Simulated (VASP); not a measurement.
Calculation: PBE GGA, VASP's PBE PAW potentials (set 64) (plane waves; VASP).

VASP ran on this input.

**INCAR**
```
! general
SYSTEM  = SnSe2
PREC    = Accurate
ENCUT   = 520
LREAL   = .FALSE.
LASPH   = .TRUE.
ICHARG  = 11

! electronic loop
EDIFF   = 1E-7
NELM    = 100
ALGO    = Normal
LMAXMIX = 4

! smearing
ISMEAR  = 0
SIGMA   = 0.05

! functional
GGA     = PE

! output
LWAVE   = .FALSE.
LCHARG  = .FALSE.
LORBIT  = 11
```

File KPOINTS:
```
k-points along high-symmetry lines
10
Line-mode
Reciprocal
  0.000000   0.000000   0.000000 ! GAMMA
  0.500000  -0.000000   0.000000 ! M

  0.500000  -0.000000   0.000000 ! M
  0.333333   0.333333   0.000000 ! K

  0.333333   0.333333   0.000000 ! K
  0.000000   0.000000   0.000000 ! GAMMA

  0.000000   0.000000   0.000000 ! GAMMA
  0.000000   0.000000   0.500000 ! A

  0.000000   0.000000   0.500000 ! A
  0.500000  -0.000000   0.500000 ! L

  0.500000  -0.000000   0.500000 ! L
  0.333333   0.333333   0.500000 ! H

  0.333333   0.333333   0.500000 ! H
  0.000000   0.000000   0.500000 ! A

  0.500000  -0.000000   0.500000 ! L
  0.500000  -0.000000   0.000000 ! M

  0.333333   0.333333   0.500000 ! H
  0.333333   0.333333   0.000000 ! K
```

**POSCAR**
```
SnSe2
3.8789640
  0.4999999219  -0.8660253261   0.0000000000
  0.4999999219   0.8660253261   0.0000000000
  0.0000000000   0.0000000000   1.7732807989
Sn Se
1 2
Direct
  0.0000000000   0.0000000000   0.0000000000
  0.3333330000   0.6666670000   0.2317318787
  0.6666670000   0.3333330000   0.7682681213
```

POTCAR, in this order: Sn_d Se (PBE.64 set). Program: vasp_std. Read from the step before: CHGCAR.

Output

**OSZICAR**
```
       N       E                     dE             d eps       ncg     rms          rms(c)
DAV:   1     0.195488959494E+03    0.19549E+03   -0.12420E+04  3076   0.167E+03
DAV:   2     0.104561609843E+02   -0.18503E+03   -0.18187E+03  3351   0.382E+02
DAV:   3    -0.101100857524E+02   -0.20566E+02   -0.20053E+02  4054   0.120E+02
DAV:   4    -0.108030350544E+02   -0.69295E+00   -0.69209E+00  3698   0.225E+01
DAV:   5    -0.108201919482E+02   -0.17157E-01   -0.17154E-01  4601   0.371E+00
DAV:   6    -0.108204108466E+02   -0.21890E-03   -0.21890E-03  3965   0.337E-01
DAV:   7    -0.108204180978E+02   -0.72512E-05   -0.72513E-05  4726   0.575E-02
DAV:   8    -0.108204182130E+02   -0.11517E-06   -0.11518E-06  4006   0.570E-03
DAV:   9    -0.108204182141E+02   -0.11237E-08   -0.11231E-08  3308   0.923E-04
   1 F= -.10820418E+02 E0= -.10820418E+02  d E =-.354426E-13
```

**OUTCAR**
```
 val. band max:        2.6444519915   @ k =   0.1667   0.0000   0.0000

 cond. band min:       3.3403087323   @ k =   0.5000   0.0000   0.5000



 k-point     1 :       0.0000    0.0000    0.0000
  band No.  band energies     occupation
      1     -18.4686      2.00000
      2     -18.4686      2.00000
      3     -18.4378      2.00000
      4     -18.4284      2.00000
      5     -18.4284      2.00000
      6     -10.6898      2.00000
      7      -9.3515      2.00000
      8      -3.0637      2.00000
      9       2.1746      2.00000
     10       2.1747      2.00000
     11       2.2027      2.00000
     12       2.5143      2.00000
     13       2.5143      2.00000
     14       3.6911      0.00000
     15       5.7178      0.00000
     16       7.2230      0.00000
     17       7.2230      0.00000

 k-point     2 :       0.0556    0.0000    0.0000
  band No.  band energies     occupation
      1     -18.4696      2.00000
      2     -18.4676      2.00000
      3     -18.4371      2.00000
      4     -18.4291      2.00000
      5     -18.4284      2.00000
      6     -10.6618      2.00000
      7      -9.3329      2.00000
      8      -3.0650      2.00000
      9       1.8018      2.00000
     10       2.0469      2.00000
     11       2.1765      2.00000
     12       2.3932      2.00000
     13       2.5730      2.00000
     14       3.9708      0.00000
     15       5.9290      0.00000
     16       7.1017      0.00000
     17       7.2889      0.00000

 k-point     3 :       0.1111    0.0000    0.0000
  band No.  band energies     occupation
      1     -18.4726      2.00000
      2     -18.4648      2.00000
      3     -18.4352      2.00000
      4     -18.4308      2.00000
      5     -18.4281      2.00000
      6     -10.5788      2.00000
      7      -9.2792      2.00000
      8      -3.0756      2.00000
      9       1.1297      2.00000
     10       1.7921      2.00000
     11       1.8765      2.00000
     12       2.2768      2.00000
...
```

The density is held fixed in this step, so its total energy and stress have no physical meaning. Without a dispersion term in the relaxation, distances and binding between the weakly bound layers, chains or molecules are unreliable, and so is what depends on them. Unless said otherwise, spin-orbit coupling is left out, though it shifts the bands of the heavy elements here.

The compound is SnSe2 in the 1T layered structure. It was relaxed first, which changed the volume by +16 %.
